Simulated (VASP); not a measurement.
Output of a VASP run:

OUTCAR:
```
 ion  position               nearest neighbor table
   1  0.500  0.500  0.500-   2 2.81   2 2.81   2 2.81   2 2.81   2 2.81   2 2.81   2 2.81   2 2.81
  LATTYP: Found a simple cubic cell.
 ALAT       =     3.2500000000
 Subroutine PRICEL returns:
 Original cell was already a primitive cell.
 Subroutine GETGRP returns: Found 48 space group operations
The static configuration has the point symmetry O_h .
The dynamic configuration has the point symmetry O_h .
 Subroutine INISYM returns: Found 48 space group operations
 Subroutine IBZKPT returns following result:
 Found     56 irreducible k-points:

 Following reciprocal coordinates:
            Coordinates               Weight
  0.000000  0.000000  0.000000      1.000000
  0.100000  0.000000  0.000000      6.000000
  0.200000  0.000000  0.000000      6.000000
  0.300000  0.000000  0.000000      6.000000
  0.400000  0.000000  0.000000      6.000000
  0.500000  0.000000  0.000000      3.000000
  0.100000  0.100000  0.000000     12.000000
  0.200000  0.100000  0.000000     24.000000
  0.300000  0.100000  0.000000     24.000000
  0.400000  0.100000  0.000000     24.000000
  0.500000  0.100000  0.000000     12.000000
  0.200000  0.200000  0.000000     12.000000
  0.300000  0.200000  0.000000     24.000000
  0.400000  0.200000  0.000000     24.000000
  0.500000  0.200000  0.000000     12.000000
  0.300000  0.300000  0.000000     12.000000
  0.400000  0.300000  0.000000     24.000000
  0.500000  0.300000  0.000000     12.000000
  0.400000  0.400000  0.000000     12.000000
  0.500000  0.400000  0.000000     12.000000
  0.500000  0.500000  0.000000      3.000000
  0.100000  0.100000  0.100000      8.000000
  0.200000  0.100000  0.100000     24.000000
  0.300000  0.100000  0.100000     24.000000
  0.400000  0.100000  0.100000     24.000000
  0.500000  0.100000  0.100000     12.000000
  0.200000  0.200000  0.100000     24.000000
  0.300000  0.200000  0.100000     48.000000
  0.400000  0.200000  0.100000     48.000000
  0.500000  0.200000  0.100000     24.000000
  0.300000  0.300000  0.100000     24.000000
  0.400000  0.300000  0.100000     48.000000
  0.500000  0.300000  0.100000     24.000000
  0.400000  0.400000  0.100000     24.000000
  0.500000  0.400000  0.100000     24.000000
  0.500000  0.500000  0.100000      6.000000
  0.200000  0.200000  0.200000      8.000000
  0.300000  0.200000  0.200000     24.000000
  0.400000  0.200000  0.200000     24.000000
  0.500000  0.200000  0.200000     12.000000
   k-points           NKPTS =     56   k-points in BZ     NKDIM =     56   number of bands    NBANDS=     15
   number of dos      NEDOS =    301   number of ions     NIONS =      2
   total plane-waves  NPLWV =  13824
   dimension x,y,z NGX =    24 NGY =   24 NGZ =   24
   dimension x,y,z NGXF=    48 NGYF=   48 NGZF=   48
   ions per type =               1   1
   PREC   = accura    normal or accurate (medium, high low for compatibility)
   ISTART =      0    job   : 0-new  1-cont  2-samecut
   ICHARG =      2    charge: 1-file 2-atom 10-const
   ISPIN  =      1    spin polarized calculation?
   LNONCOLLINEAR =      F non collinear calculations
   LSORBIT =      F    spin-orbit coupling
   INIWAV =      1    electr: 0-lowe 1-rand  2-diag
   ENCUT  =  480.0 eV  35.28 Ry    5.94 a.u.   5.81  5.81  5.81*2*pi/ulx,y,z
   NELM   =    100;   NELMIN=  2; NELMDL= -5     # of ELM steps
   EDIFF  = 0.1E-05   stopping-criterion for ELM
   LREAL  =      F    real-space projection
   NLSPLINE    = F    spline interpolate recip. space projectors
   LMAXMIX     =    4 max onsite mixed and CHGCAR
   VOSKOWN=      0    Vosko Wilk Nusair interpolation
   EDIFFG = -.1E-01   stopping-criterion for IOM
   NSW    =     60    number of steps for IOM
   NBLOCK =      1;   KBLOCK =     60    inner block; outer block
   IBRION =      2    ionic relax: 0-MD 1-quasi-New 2-CG
   NFREE  =      1    steps in history (QN), initial steepest desc. (CG)
...
```

**OSZICAR**
```
       N       E                     dE             d eps       ncg     rms          rms(c)
DAV:   1     0.157595701034E+03    0.15760E+03   -0.11049E+04  1688   0.189E+03
DAV:   2    -0.311060754900E+01   -0.16071E+03   -0.15688E+03  1771   0.398E+02
DAV:   3    -0.101806117121E+02   -0.70700E+01   -0.70440E+01  2058   0.912E+01
DAV:   4    -0.102956140997E+02   -0.11500E+00   -0.11497E+00  2080   0.111E+01
DAV:   5    -0.103008893973E+02   -0.52753E-02   -0.52753E-02  2475   0.211E+00    0.719E+00
DAV:   6    -0.100554145969E+02    0.24547E+00   -0.81663E-01  1876   0.122E+01    0.314E+00
DAV:   7    -0.100116220688E+02    0.43793E-01   -0.10519E-01  2348   0.617E+00    0.168E+00
DAV:   8    -0.100001386229E+02    0.11483E-01   -0.28181E-02  2058   0.187E+00    0.436E-01
DAV:   9    -0.999896499333E+01    0.11736E-02   -0.22245E-03  2177   0.863E-01    0.649E-02
DAV:  10    -0.999895411932E+01    0.10874E-04   -0.55432E-05  2364   0.115E-01    0.220E-02
DAV:  11    -0.999895346271E+01    0.65661E-06   -0.43944E-06  1953   0.225E-02
   1 F= -.99989535E+01 E0= -.99984645E+01  d E =-.999895E+01
```

### OUTCAR
```
------------------------ aborting loop because EDIFF is reached ----------------------------------------
  FORCE on cell =-STRESS in cart. coord.  units (eV):
  Direction    XX          YY          ZZ          XY          YZ          ZX
  --------------------------------------------------------------------------------------
  Total        0.0145918      0.0145918      0.0145918      0.0000000      0.0000000     -0.0000000
  in kB        0.6810360      0.6810360      0.6810360      0.0000000      0.0000000     -0.0000000
  external PRESSURE =       0.6810360 kB  Pullay stress =       0.0000000 kB
  volume of cell :       34.33
      direct lattice vectors                 reciprocal lattice vectors
     3.250000000  0.000000000  0.000000000     0.307692308  0.000000000  0.000000000
     0.000000000  3.250000000  0.000000000     0.000000000  0.307692308  0.000000000
     0.000000000  0.000000000  3.250000000     0.000000000  0.000000000  0.307692308
 POSITION                                       TOTAL-FORCE (eV/Angst)
 -----------------------------------------------------------------------------------
      1.62500      1.62500      1.62500         0.000000      0.000000      0.000000
      0.00000      0.00000      0.00000         0.000000      0.000000      0.000000
 -----------------------------------------------------------------------------------
    total drift:                                0.000000      0.000000     -0.000000
  FREE ENERGIE OF THE ION-ELECTRON SYSTEM (eV)
  ---------------------------------------------------
  free  energy   TOTEN  =        -9.9989534627 eV

  energy  without entropy=       -9.9974865081  energy(sigma->0) =       -9.99846448

 reached required accuracy - stopping structural energy minimisation
```
(Selected blocks of OUTCAR.)

**POSCAR**
```
PdIn
1
    3.2500000000     0.0000000000     0.0000000000
    0.0000000000     3.2500000000     0.0000000000
    0.0000000000     0.0000000000     3.2500000000
In Pd
1 1
Direct
  0.5000000000   0.5000000000   0.5000000000
  0.0000000000   0.0000000000   0.0000000000
```

Problem. Reconstruct the remaining input files.

Solution. This is not unique; one that fits is the input of the run itself, PBEsol GGA, plane waves, VASP's PBE PAW potentials (set 64).

KPOINTS:
```
K-points
0
Gamma
 10 10 10
0 0 0
```

**INCAR**
```
SYSTEM  =  PdIn
PREC  =  Accurate; ENCUT  =  480; LREAL  =  .False.
LASPH  =  .True.
EDIFF  =  1E-6; NELM  =  100; ALGO  =  Normal
LMAXMIX  =  4
ISMEAR  =  1; SIGMA  =  0.1
GGA  =  PS
IBRION  =  2; NSW  =  60; ISIF  =  3
EDIFFG  =  -0.01
LWAVE  =  .False.; LCHARG  =  .False.
```

POTCAR, in this order: In_d Pd (PBE.64 set). Program: vasp_std.

The compound is PdIn in the CsCl type structure. The cell was not relaxed at this level. The electron count is odd and the run is not spin-polarised, which forces a metal.
